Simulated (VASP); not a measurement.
Here is the system:

```
Tl
1.0
    3.43404     0.00000     0.00000
   -1.71702     2.97397     0.00000
    0.00000     0.00000    26.28996
Tl
4
Direct
  0.66667   0.33333   0.44700
  0.33333   0.66667   0.34101
  0.66667   0.33333   0.65899
  0.33333   0.66667   0.55300
```

Calculation: PBEsol GGA, VASP's PBE PAW potentials (set 64) (plane waves; VASP). Run with PREC = Normal, EDIFF = 1E-5, 400 eV cut-off, 9×9×1 Γ-centred mesh, first-order Methfessel-Paxton smearing of 0.10 eV, potentials Tl_d.

Problem. The ions are relaxed. Give the cell that the relaxation ends in.

Solution. 
```
Tl
1.0
    3.43404     0.00000     0.00000
   -1.71702     2.97397     0.00000
    0.00000     0.00000    26.28996
Tl
4
Direct
  0.66667   0.33333   0.44922
  0.33333   0.66667   0.34471
  0.66667   0.33333   0.65529
  0.33333   0.66667   0.55078
```

Problem. How much energy does the relaxation gain?

Solution. The energy (σ→0) changes by -3.8 meV/atom, in 8 ionic steps.

```json
[
 {"step": "1", "E(σ→0) (eV)": "-10.0464", "max force (eV/Å)": "0.120", "pressure (GPa)": "-0.53", "volume (Å³)": "268.49"},
 {"step": "2", "E(σ→0) (eV)": "-10.0483", "max force (eV/Å)": "0.103", "pressure (GPa)": "-0.52", "volume (Å³)": "268.49"},
 {"step": "3", "E(σ→0) (eV)": "-10.0528", "max force (eV/Å)": "0.077", "pressure (GPa)": "-0.48", "volume (Å³)": "268.49"},
 {"step": "4", "E(σ→0) (eV)": "-10.0560", "max force (eV/Å)": "0.088", "pressure (GPa)": "-0.42", "volume (Å³)": "268.49"},
 {"step": "5", "E(σ→0) (eV)": "-10.0561", "max force (eV/Å)": "0.091", "pressure (GPa)": "-0.43", "volume (Å³)": "268.49"},
 {"step": "6", "E(σ→0) (eV)": "-10.0583", "max force (eV/Å)": "0.065", "pressure (GPa)": "-0.38", "volume (Å³)": "268.49"},
 {"step": "7", "E(σ→0) (eV)": "-10.0600", "max force (eV/Å)": "0.044", "pressure (GPa)": "-0.33", "volume (Å³)": "268.49"},
 {"step": "8", "E(σ→0) (eV)": "-10.0617", "max force (eV/Å)": "0.013", "pressure (GPa)": "-0.23", "volume (Å³)": "268.49"}
]
```

The cell is a thin slab with vacuum, built from Tl (hcp): (001) face.
